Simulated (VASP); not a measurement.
An input for Quantum ESPRESSO's pw.x (written as the equivalent of a VASP run, and not itself run):

```
&CONTROL
  calculation = 'vc-relax'
  pseudo_dir = './pseudo'
  outdir = './out'
  tprnfor = .true.
  tstress = .true.
  nstep = 40
  forc_conv_thr = 0.00078
/
&SYSTEM
  ibrav = 0
  nat = 2
  ntyp = 2
  ecutwfc = 66
  occupations = 'smearing'
  smearing = 'methfessel-paxton'
  degauss = 0.00735
  input_dft = 'pbesol'
/
&ELECTRONS
  conv_thr = 7.3e-08
  electron_maxstep = 100
/
&IONS
/
&CELL
/
ATOMIC_SPECIES
  Hg 200.592 Hg.upf
  S 32.060 S.upf
CELL_PARAMETERS angstrom
     0.0000000    2.9439770    2.9439770
     2.9439770    0.0000000    2.9439770
     2.9439770    2.9439770    0.0000000
ATOMIC_POSITIONS crystal
  Hg   0.0000000  0.0000000  0.0000000
  S    0.2500000  0.2500000  0.2500000
K_POINTS automatic
  11 11 11 0 0 0
```

Task: Write the VASP files for the same calculation (PBEsol).

Result: Several could match; the one computed here: 
**POSCAR**
```
HgS
1
    0.0000000000     2.9439770392     2.9439770392
    2.9439770392     0.0000000000     2.9439770392
    2.9439770392     2.9439770392     0.0000000000
Hg S
1 1
Direct
  0.0000000000   0.0000000000   0.0000000000
  0.2500000000   0.2500000000   0.2500000000
```

### INCAR
```
# general
SYSTEM  = HgS
PREC    = Accurate
ENCUT   = 500   # plane-wave cut-off (eV)
LREAL   = .False.   # projection in real space or not
LASPH   = .True.   # aspherical one-centre terms

# electronic loop
EDIFF   = 1E-6   # SCF stop (eV)
NELM    = 100   # most electronic steps
ALGO    = Normal   # blocked Davidson
LMAXMIX = 6   # l cut-off of mixed one-centre charges

# smearing
ISMEAR  = 1   # Methfessel-Paxton
SIGMA   = 0.1   # width (eV)

# functional
GGA     = PS   # PBEsol

# ions
IBRION  = 2
NSW     = 40
ISIF    = 3   # ions, shape and volume
EDIFFG  = -0.02

# output
LWAVE   = .False.
LCHARG  = .False.
```

File KPOINTS:
```
Automatic mesh
0
Gamma
11 11 11
0 0 0
```

POTCAR, in this order: Hg S (PBE.64 set). Program: vasp_std.

What does not carry over: the potentials are each code's own (VASP's PAW set, PseudoDojo norm-conserving files in pw.x), so ENCUT and ecutwfc are chosen apart and not converted; conv_thr bounds pw.x's estimated SCF error, while EDIFF bounds the energy change between steps; forc_conv_thr acts on force components and is met together with etot_conv_thr.

The compound is HgS in the zinc blende structure, metacinnabar; cinnabar is the stable form. It was relaxed first.
